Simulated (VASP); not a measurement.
The input files of a VASP run:

### KPOINTS
```
Automatic mesh
0
Gamma
8 8 8
0 0 0
```

**INCAR**
```
SYSTEM = Eu
PREC = Accurate
ENCUT = 400
EDIFF = 1E-6
NELM = 100
ALGO = Normal
LREAL = .FALSE.
LASPH = .TRUE.
ISMEAR = 1
SIGMA = 0.1
GGA = PE
LMAXMIX = 6
LWAVE = .FALSE.
LCHARG = .FALSE.
ISIF = 2
ISPIN = 2
MAGMOM = 1.0 1.0
```

### POSCAR
```
Eu
1
   -2.3358000000     2.3358000000     2.3358000000
    2.3358000000    -2.3358000000     2.3358000000
    2.3358000000     2.3358000000    -2.3358000000
Eu
1
Direct
  0.0000000000   0.0000000000   0.0000000000
```

POTCAR, in this order: Eu_2 (PBE.64 set). Program: vasp_std.

One choice in this input is risky. Which, and does it do harm here?

The risk: MAGMOM holds more values than there are atoms. Here it does no harm: the run (PBE GGA, plane waves, VASP's PBE PAW potentials (set 64)) converges to the same energy and pressure as with the safe setting.
**OSZICAR**
```
       N       E                     dE             d eps       ncg     rms          rms(c)
DAV:   1     0.981830513217E+01    0.98183E+01   -0.30827E+03  1156   0.537E+02
DAV:   2    -0.150644101319E+01   -0.11325E+02   -0.11097E+02  1583   0.121E+02
DAV:   3    -0.168656502685E+01   -0.18012E+00   -0.17383E+00  1308   0.123E+01
DAV:   4    -0.169043816743E+01   -0.38731E-02   -0.38463E-02  1745   0.164E+00
DAV:   5    -0.169045542808E+01   -0.17261E-04   -0.17256E-04  1561   0.705E-02    0.671E+00
DAV:   6    -0.181367475427E+01   -0.12322E+00   -0.23166E-02  1650   0.119E+00    0.388E+00
DAV:   7    -0.182291699404E+01   -0.92422E-02   -0.19999E-02  1592   0.967E-01    0.219E+00
DAV:   8    -0.182541531739E+01   -0.24983E-02   -0.45560E-03  1637   0.411E-01    0.522E-01
DAV:   9    -0.182593086459E+01   -0.51555E-03   -0.69604E-04  1604   0.195E-01    0.590E-02
DAV:  10    -0.182599790139E+01   -0.67037E-04   -0.14513E-04  1404   0.648E-02    0.266E-02
DAV:  11    -0.182600307204E+01   -0.51706E-05   -0.39951E-05  1591   0.419E-02    0.215E-02
DAV:  12    -0.182600920267E+01   -0.61306E-05   -0.13250E-05  1102   0.228E-02    0.647E-03
DAV:  13    -0.182600910189E+01    0.10078E-06   -0.29985E-07   655   0.422E-03
   1 F= -.18260091E+01 E0= -.18265172E+01  d E =0.152417E-02  mag=     0.0001
```

The compound is Eu in the bcc structure. The cell was not relaxed at this level. The 4f electrons are frozen in the core of the lanthanide potential, so 4f levels, which can set the real gap, and their magnetism are missing.
